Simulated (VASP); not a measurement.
# A VASP study of CdTe (PBE + D3(BJ)): structure first, properties next

Aim: relax CdTe, then compute properties on the relaxed cell. The steps: relaxing cell and atoms (PBE + D3(BJ)), second relaxation, single point with fields (PBE + D3(BJ)), bands along the symmetry lines (PBE + D3(BJ)), density of states (PBE + D3(BJ)), independent-particle dielectric function (PBE + D3(BJ)), core-level energies (PBE + D3(BJ)), bands along the symmetry lines (PBE + D3(BJ) + SOC), bands along the symmetry lines (HSE06) and bands along the symmetry lines (TB-mBJ). The start is a cell from a database of measured crystal structures.

Main program and level: VASP 6.6.1; PBE with D3(BJ); plane waves and PAW (Cd, Te), in the first sound run; inputs show where later runs differ.

## 1. The starting structure

Before any relaxation, the start is as follows. The structure is cubic, space group F-43m (No. 216). Conventional cell: a = 6.480 Å, b = 6.480 Å, c = 6.480 Å, α = 90.00°, β = 90.00°, γ = 90.00°. Nearest to Cd lie 4 Te at 2.81 Å. Te has 4 Cd at 2.81 Å nearest. Farther neighbours and most contacts between anions are not listed.

Structure file:

```cif
data_structure
_symmetry_space_group_name_H-M 'P 1'
_symmetry_Int_Tables_number 1
_cell_length_a 4.5821
_cell_length_b 4.5821
_cell_length_c 4.5821
_cell_angle_alpha 60.000
_cell_angle_beta 60.000
_cell_angle_gamma 60.000
_cell_volume 68.02
loop_
_atom_site_label
_atom_site_type_symbol
_atom_site_fract_x
_atom_site_fract_y
_atom_site_fract_z
_atom_site_occupancy
Cd1 Cd 0.00000 0.00000 0.00000 1
Te2 Te 0.25000 0.25000 0.25000 1
```

## 2. Relaxing cell and atoms (PBE + D3(BJ))

Properties are meant for the cell that this level of theory prefers, so cell and atoms are relaxed first (ISIF = 3) until forces and stress are small; EDIFFG sets the threshold. PBE, the usual starting point, adds the gradient of the density. A dispersion term adds the long-range attraction that semilocal functionals lack. D3 with Becke-Johnson damping keeps a finite attraction at short range.

INCAR reads:

```
SYSTEM = CdTe
PREC = Accurate
ENCUT = 400
EDIFF = 1E-06
NELM = 100
ISMEAR = 0
SIGMA = 0.05
LREAL = .FALSE.
ALGO = Normal
GGA = PE
IVDW = 12
NBANDS = 15
LORBIT = 11
LWAVE = .FALSE.
LCHARG = .FALSE.
KPAR = 2
IBRION = 2
NSW = 60
ISIF = 3
EDIFFG = -0.01
```

POSCAR reads:

```
CdTe
1.0
    0.0000000000      3.2400000000      3.2400000000
    3.2400000000      0.0000000000      3.2400000000
    3.2400000000      3.2400000000      0.0000000000
Cd Te
1 1
Direct
    0.0000000000      0.0000000000      0.0000000000
    0.2500000000      0.2500000000      0.2500000000
```

KPOINTS reads:

```
Automatic mesh
0
Gamma
5 5 5
0 0 0
```

PAW data sets: Cd and Te (PBE family, release 64).

Run with:

```
mpirun -np 2 vasp_std
```

What it wrote:

```text
[banner, memory and clock lines left out]
running    2 mpi-ranks, on    1 nodes
 distrk:  each k-point on    1 cores,    2 groups
 distr:  one band on    1 cores,    1 groups

 POSCAR found type information on POSCAR CdTe
 POSCAR found :  2 types and       2 ions
 LDA part: xc-table for (Slater+PW92), standard interpolation
 POSCAR, INCAR and KPOINTS ok, starting setup
 FFT: planning ... GRIDC
 FFT: planning ... GRID_SOFT
 FFT: planning ... GRID
 WAVECAR not read
 entering main loop
       N       E                     dE             d eps       ncg     rms          rms(c)
DAV:   1     0.852220817282E+02    0.85222E+02   -0.72631E+03   308   0.838E+02
DAV:   2    -0.195719208606E+01   -0.87179E+02   -0.83519E+02   356   0.227E+02
DAV:   3    -0.495999715118E+01   -0.30028E+01   -0.29998E+01   356   0.440E+01
DAV:   4    -0.498963568452E+01   -0.29639E-01   -0.29638E-01   450   0.376E+00
DAV:   5    -0.498969598832E+01   -0.60304E-04   -0.60303E-04   363   0.156E-01    0.564E+00
DAV:   6    -0.476922662921E+01    0.22047E+00   -0.39019E-01   336   0.780E+00    0.460E+00
DAV:   7    -0.475262563306E+01    0.16601E-01   -0.11684E-01   314   0.230E+00    0.174E+00
DAV:   8    -0.475351493877E+01   -0.88931E-03   -0.11300E-02   363   0.128E+00    0.498E-01
DAV:   9    -0.475385330356E+01   -0.33836E-03   -0.10031E-03   335   0.348E-01    0.117E-01
DAV:  10    -0.475391634202E+01   -0.63038E-04   -0.12419E-04   356   0.111E-01    0.559E-02
DAV:  11    -0.475395714658E+01   -0.40805E-04   -0.79030E-05   328   0.614E-02    0.348E-02
DAV:  12    -0.475395610351E+01    0.10431E-05   -0.31493E-06   349   0.162E-02    0.211E-02
DAV:  13    -0.475395582805E+01    0.27546E-06   -0.96685E-07   269   0.515E-03
   1 F= -.54380927E+01 E0= -.54380927E+01  d E =-.543809E+01
 curvature:   0.00 expect dE= 0.000E+00 dE for cont linesearch  0.000E+00
 trial: gam= 0.00000 g(F)=  0.468E-45 g(S)=  0.458E-02 ort = 0.000E+00 (trialstep = 0.100E+01)
 search vector abs. value=  0.458E-02
 bond charge predicted
       N       E                     dE             d eps       ncg     rms          rms(c)
DAV:   1    -0.482447585576E+01   -0.70520E-01   -0.10618E+00   335   0.123E+01    0.184E+00
DAV:   2    -0.477611148974E+01    0.48364E-01   -0.11475E-01   335   0.496E+00    0.599E-01
DAV:   3    -0.477080176939E+01    0.53097E-02   -0.10926E-02   363   0.109E+00    0.517E-01
DAV:   4    -0.476991914794E+01    0.88262E-03   -0.14126E-03   314   0.257E-01    0.801E-02
DAV:   5    -0.476988182264E+01    0.37325E-04   -0.14351E-04   349   0.145E-01    0.559E-02
DAV:   6    -0.476988270064E+01   -0.87800E-06   -0.30666E-05   336   0.527E-02    0.151E-02
DAV:   7    -0.476988305232E+01   -0.35168E-06   -0.49272E-06   377   0.270E-02
   2 F= -.54396092E+01 E0= -.54396092E+01  d E =-.151648E-02
 trial-energy change:   -0.001516  1 .order   -0.001550   -0.004584    0.001485
 step:   0.7492(harm=  0.7553)  dis= 0.00000  next Energy=    -5.439796 (dE=-0.170E-02)
 bond charge predicted
       N       E                     dE             d eps       ncg     rms          rms(c)
DAV:   1    -0.476993570964E+01   -0.53009E-04   -0.66280E-02   349   0.303E+00    0.440E-01
DAV:   2    -0.476684250417E+01    0.30932E-02   -0.75238E-03   328   0.126E+00    0.141E-01
DAV:   3    -0.476652478377E+01    0.31772E-03   -0.68240E-04   356   0.263E-01    0.119E-01
DAV:   4    -0.476648526374E+01    0.39520E-04   -0.84231E-05   321   0.661E-02    0.185E-02
DAV:   5    -0.476648490276E+01    0.36098E-06   -0.89980E-06   349   0.371E-02
   3 F= -.54397935E+01 E0= -.54397935E+01  d E =-.170084E-02
 curvature:  -0.38 expect dE=-0.106E-05 dE for cont linesearch -0.106E-05
 trial: gam=-0.02413 g(F)=  0.500E-45 g(S)=  0.281E-05 ort = 0.113E-03 (trialstep = 0.950E+00)
 search vector abs. value=  0.182E-08
 reached required accuracy - stopping structural energy minimisation
```

Run time: 8.8 s. Hardware: 2 MPI ranks of AMD EPYC 9R14 (Zen 4), shared host; peak memory 0.3 GiB; 15 s of CPU time.

Lines that name or quote the potential files are left out of all logs, and their timing lines are given in words.

OUTCAR, selected parts (step 2):

```text
ion  position               nearest neighbor table
   1  0.000  0.000  0.000-   2 2.81   2 2.81   2 2.81   2 2.81
   2  0.250  0.250  0.250-   1 2.81   1 2.81   1 2.81   1 2.81

  LATTYP: Found a face centered cubic cell.
 ALAT       =     6.4800000000

 Subroutine GETGRP returns: Found 24 space group operations
 (whereof 24 operations were pure point group operations)

The static configuration has the point symmetry T_d .

 Found     10 irreducible k-points:

   k-points           NKPTS =     10   k-points in BZ     NKDIM =     10   number of bands    NBANDS=     15

   dimension x,y,z NGX =    30 NGY =   30 NGZ =   30
   dimension x,y,z NGXF=    60 NGYF=   60 NGZF=   60

   ENCUT  =  400.0 eV  29.40 Ry    5.42 a.u.   7.47  7.47  7.47*2*pi/ulx,y,z

   NELECT =      18.0000    total number of electrons

 k-points in reciprocal lattice and weights: Automatic mesh
   0.00000000  0.00000000  0.00000000       0.008
   0.20000000  0.00000000  0.00000000       0.064
   0.40000000  0.00000000  0.00000000       0.064
   0.20000000  0.20000000  0.00000000       0.048
   0.40000000  0.20000000  0.00000000       0.192
  -0.40000000  0.20000000  0.00000000       0.192
  -0.20000000  0.20000000  0.00000000       0.096
   0.40000000  0.40000000  0.00000000       0.048
  -0.40000000  0.40000000  0.00000000       0.096
  -0.40000000  0.40000000  0.20000000       0.192

 Edisp (eV)   -0.66973

 average (electrostatic) potential at core
       1 -39.1509       2 -91.4263

 E-fermi :   2.5151

 k-point     1 :       0.0000    0.0000    0.0000
  band No.  band energies     occupation
    ...
      5      -5.7621      2.00000
      6      -5.7621      2.00000
      7       2.2381      2.00000
      8       2.2381      2.00000
      9       2.2381      2.00000
     10       2.9632      0.00000
     11       6.8413      0.00000
     12       6.8413      0.00000
     13       6.8413      0.00000
     14       9.6816      0.00000
    ...

 k-point     2 :       0.2000    0.0000    0.0000
  band No.  band energies     occupation
    ...
      5      -5.7629      2.00000
      6      -5.7629      2.00000
      7       0.1158      2.00000
      8       1.9386      2.00000
      9       1.9386      2.00000
     10       4.1557      0.00000
     11       7.1534      0.00000
     12       7.2694      0.00000
     13       7.2694      0.00000
     14      10.6370      0.00000
    ...

 k-point     3 :       0.4000    0.0000    0.0000
  band No.  band energies     occupation
    ...
      5      -5.7556      2.00000
      6      -5.5225      2.00000
      7      -1.7984      2.00000
      8       1.5419      2.00000
      9       1.5419      2.00000
     10       4.0807      0.00000
     11       7.4467      0.00000
     12       7.4467      0.00000
     13       9.0625      0.00000
     14      10.3996      0.00000
    ...

 Edisp (eV)   -0.67331

  Total       0.00623     0.00623     0.00623     0.00000     0.00000     0.00000
  in kB       0.14470     0.14470     0.14470     0.00000     0.00000     0.00000
  external pressure =        0.14 kB  Pullay stress =        0.00 kB

  energy-cutoff  :      400.00
  volume of cell :       68.96
      direct lattice vectors                 reciprocal lattice vectors
     0.000000000  3.254736716  3.254736716    -0.153622257  0.153622257  0.153622257
     3.254736716  0.000000000  3.254736716     0.153622257 -0.153622257  0.153622257
     3.254736716  3.254736716  0.000000000     0.153622257  0.153622257 -0.153622257

 POSITION                                       TOTAL-FORCE (eV/Angst)
 -----------------------------------------------------------------------------------
      0.00000      0.00000      0.00000        -0.000000     -0.000000     -0.000000
      1.62737      1.62737      1.62737         0.000000      0.000000      0.000000
 -----------------------------------------------------------------------------------
    total drift:                               -0.000001     -0.000001     -0.000001

  FREE ENERGIE OF THE ION-ELECTRON SYSTEM (eV)
  ---------------------------------------------------
  free  energy   TOTEN  =        -5.4397935322 eV

  energy  without entropy=       -5.4397935322  energy(sigma->0) =       -5.43979353

 reached required accuracy - stopping structural energy minimisation

 total charge
# of ion       s       p       d       tot
------------------------------------------
    1        0.466   0.311   9.528  10.305
    2        1.349   2.061   0.020   3.430
--------------------------------------------------
tot          1.815   2.372   9.548  13.735

[... 3 further parts left out ...]
```

CONTCAR:

```
CdTe
   1.00000000000000
     0.0000000000000000    3.2547367158873661    3.2547367158873661
     3.2547367158873661    0.0000000000000000    3.2547367158873661
     3.2547367158873661    3.2547367158873661    0.0000000000000000
  Cd              Te
     1     1
Direct
     0.0000000000000000    0.0000000000000000    0.0000000000000000
     0.2500000000000000    0.2500000000000000    0.2500000000000000
```

The gap is read on the k-mesh alone, so it is an upper bound where the band edges lie off the mesh. The run keeps the 24 symmetry operations of its start, so it cannot find a distortion of lower symmetry.

Relaxation path:

```
step  energy less that of the first step (eV)  largest force (eV/Å)  pressure (GPa)  volume (Å³)
   1                                   0.0000                0.0000            0.59        68.02
   2                                  -0.0015                0.0000           -0.19        69.27
   3                                  -0.0017                0.0000            0.01        68.96
```

```
conventional cell, symmetrised  before  after  change
                         a (Å)   6.480  6.509  +0.5 %
                         b (Å)   6.480  6.509  +0.5 %
                         c (Å)   6.480  6.509  +0.5 %
              volume (Å³/atom)   34.01  34.48  +1.4 %
```

The relaxed structure:

```cif
data_structure
_symmetry_space_group_name_H-M 'P 1'
_symmetry_Int_Tables_number 1
_cell_length_a 4.6029
_cell_length_b 4.6029
_cell_length_c 4.6029
_cell_angle_alpha 60.000
_cell_angle_beta 60.000
_cell_angle_gamma 60.000
_cell_volume 68.96
loop_
_atom_site_label
_atom_site_type_symbol
_atom_site_fract_x
_atom_site_fract_y
_atom_site_fract_z
_atom_site_occupancy
Cd1 Cd 0.00000 0.00000 0.00000 1
Te2 Te 0.25000 0.25000 0.25000 1
```

Numbers from this step:

```
electrons                       : 18
bands                           : 15
irreducible k-points            : 10
symmetry operations             : 24
free energy (TOTEN)             : -5.440 eV
Fermi energy                    : 2.515 eV
pressure                        : 0.01447 GPa
metallic                        : no
valence top at k                : 0, 0, 0
conduction bottom at k          : 0, 0, 0
least direct gap at k           : 0, 0, 0
SCF cycles over all ionic steps : 25
gap on the k-mesh               : 0.7251 eV
least direct gap on the k-mesh  : 0.7251 eV
```

It ends with forces that vanish by symmetry and a pressure of 0.01 GPa. The volume lies +1.4 % from that of the database's start.

## 3. Second relaxation

A relaxation keeps the plane waves of the cell it began with, so it is repeated from the new cell, on a basis made for it.

INCAR is that of step 2.

POSCAR reads:

```
CdTe
1.0
    0.0000000000      3.2547367159      3.2547367159
    3.2547367159      0.0000000000      3.2547367159
    3.2547367159      3.2547367159      0.0000000000
Cd Te
1 1
Direct
    0.0000000000      0.0000000000      0.0000000000
    0.2500000000      0.2500000000      0.2500000000
```

KPOINTS is that of step 2.

Run with:

```
mpirun -np 2 vasp_std
```

What it wrote:

```text
[... set-up lines as in an earlier step ...]
 entering main loop
       N       E                     dE             d eps       ncg     rms          rms(c)
DAV:   1     0.822009692446E+02    0.82201E+02   -0.72853E+03   308   0.836E+02
DAV:   2    -0.226442153688E+01   -0.84465E+02   -0.81780E+02   370   0.221E+02
DAV:   3    -0.497627876794E+01   -0.27119E+01   -0.27089E+01   363   0.420E+01
DAV:   4    -0.500487888524E+01   -0.28600E-01   -0.28599E-01   457   0.357E+00
DAV:   5    -0.500493854826E+01   -0.59663E-04   -0.59662E-04   370   0.153E-01    0.548E+00
DAV:   6    -0.478346136425E+01    0.22148E+00   -0.39021E-01   336   0.771E+00    0.450E+00
DAV:   7    -0.476695314475E+01    0.16508E-01   -0.11485E-01   314   0.227E+00    0.172E+00
DAV:   8    -0.476786909417E+01   -0.91595E-03   -0.11045E-02   342   0.126E+00    0.492E-01
DAV:   9    -0.476821396561E+01   -0.34487E-03   -0.10005E-03   335   0.343E-01    0.114E-01
DAV:  10    -0.476827781610E+01   -0.63850E-04   -0.12338E-04   335   0.110E-01    0.556E-02
DAV:  11    -0.476831937796E+01   -0.41562E-04   -0.81243E-05   335   0.602E-02    0.363E-02
DAV:  12    -0.476831831155E+01    0.10664E-05   -0.31943E-06   342   0.155E-02    0.220E-02
DAV:  13    -0.476831804492E+01    0.26663E-06   -0.77376E-07   269   0.444E-03
   1 F= -.54416267E+01 E0= -.54416267E+01  d E =-.544163E+01
 curvature:   0.00 expect dE= 0.000E+00 dE for cont linesearch  0.000E+00
 trial: gam= 0.00000 g(F)=  0.202E-46 g(S)=  0.293E-05 ort = 0.000E+00 (trialstep = 0.100E+01)
 search vector abs. value=  0.293E-05
 reached required accuracy - stopping structural energy minimisation
```

It took 5 s on 2 MPI ranks; peak memory 0.29 GiB; 8 s of CPU time.

From OUTCAR (step 3):

```text
  LATTYP: Found a face centered cubic cell.
 ALAT       =     6.5094734318

The static configuration has the point symmetry T_d .

 Found     10 irreducible k-points:

   ENCUT  =  400.0 eV  29.40 Ry    5.42 a.u.   7.51  7.51  7.51*2*pi/ulx,y,z

   NELECT =      18.0000    total number of electrons

 E-fermi :   2.5151

 k-point     1 :       0.0000    0.0000    0.0000
  band No.  band energies     occupation
    ...
      5      -5.7631      2.00000
      6      -5.7631      2.00000
      7       2.2381      2.00000
      8       2.2381      2.00000
      9       2.2381      2.00000
     10       2.9628      0.00000
     11       6.8413      0.00000
     12       6.8413      0.00000
     13       6.8413      0.00000
     14       9.6801      0.00000
    ...

 k-point     2 :       0.2000    0.0000    0.0000
  band No.  band energies     occupation
    ...
      5      -5.7642      2.00000
      6      -5.7642      2.00000
      7       0.1156      2.00000
      8       1.9385      2.00000
      9       1.9385      2.00000
     10       4.1555      0.00000
     11       7.1527      0.00000
     12       7.2695      0.00000
     13       7.2695      0.00000
     14      10.6366      0.00000
    ...

 Edisp (eV)   -0.67331

  Total       0.00636     0.00636     0.00636     0.00000     0.00000    -0.00000
  in kB       0.14779     0.14779     0.14779     0.00000     0.00000    -0.00000
  external pressure =        0.15 kB  Pullay stress =        0.00 kB

 POSITION                                       TOTAL-FORCE (eV/Angst)
 -----------------------------------------------------------------------------------
      0.00000      0.00000      0.00000        -0.000000      0.000000     -0.000000
      1.62737      1.62737      1.62737         0.000000     -0.000000      0.000000
 -----------------------------------------------------------------------------------
    total drift:                               -0.000001     -0.000001     -0.000001

  FREE ENERGIE OF THE ION-ELECTRON SYSTEM (eV)
  ---------------------------------------------------
  free  energy   TOTEN  =        -5.4416266744 eV

  energy  without entropy=       -5.4416266744  energy(sigma->0) =       -5.44162667

 total charge
# of ion       s       p       d       tot
------------------------------------------
    1        0.466   0.311   9.529  10.306
    2        1.349   2.061   0.020   3.430
--------------------------------------------------
tot          1.815   2.372   9.549  13.735

[... 6 parts as in an earlier step ...]

[... 6 further parts left out ...]
```

CONTCAR:

```
CdTe
   1.00000000000000
     0.0000000000000000    3.2547367159000000    3.2547367159000000
     3.2547367159000000    0.0000000000000000    3.2547367159000000
     3.2547367159000000    3.2547367159000000    0.0000000000000000
  Cd              Te
     1     1
Direct
     0.0000000000000000    0.0000000000000000    0.0000000000000000
     0.2500000000000000    0.2500000000000000    0.2500000000000000
```

Little changed from the start: no atom moved by 0.005 Å and no cell edge by 0.1 %.

Numbers from this step:

- free energy (TOTEN): -5.442 eV
- pressure: 0.01478 GPa
- SCF cycles over all ionic steps: 13
- gap on the k-mesh: 0.7247 eV
- least direct gap on the k-mesh: 0.7247 eV

It ends with forces that vanish by symmetry and a pressure of 0.01 GPa. The volume moved by under 0.01 %: the run met its threshold at the first step.

(Part 1 of 6 ends here.)

[Lines on the potential files, build, host, timing and source positions are cut from VASP's logs without a mark.]

[Logs are printed without paths, hosts, clocks, repeated set-up lines and the standing remarks that a program may print on its own settings, such as how far it seeks lower states.]

[Hosts, paths, dates, database ids (printed as entryN), source tags and the programs' standing remarks are cut or masked in the printed files.]

[A measured line is paired with the nearest computed mode of its activity, which favours agreement.]
